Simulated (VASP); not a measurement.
Energy against volume of Al (fcc). Computed with PBE GGA with D3 dispersion (zero damping), VASP's PBE PAW potentials (set 64) (plane waves; VASP 6.6.1). Settings: 520 eV cut-off, 16×16×16 Γ-centred mesh, first-order Methfessel-Paxton smearing of 0.10 eV, potentials Al.

```csv
V (Å³/atom),E (eV/atom)
15.560,-3.91151
16.041,-3.91641
16.523,-3.91353
17.004,-3.90413
```

**Question.** Fit these four points and predict the energy of the run at 15.079 Å³/atom.

**Answer.** A cubic in V^(−2/3), the third-order Birch-Murnaghan form, passes through the four points with V0 = 16.09 Å³/atom and B0 = 85 GPa, and gives -3.8974 eV/atom there. The run gave -3.8975 eV/atom, -0.2 meV/atom from the fit; all five points give B0 = 84 GPa.

The compound is Al in the fcc structure. It was relaxed first.
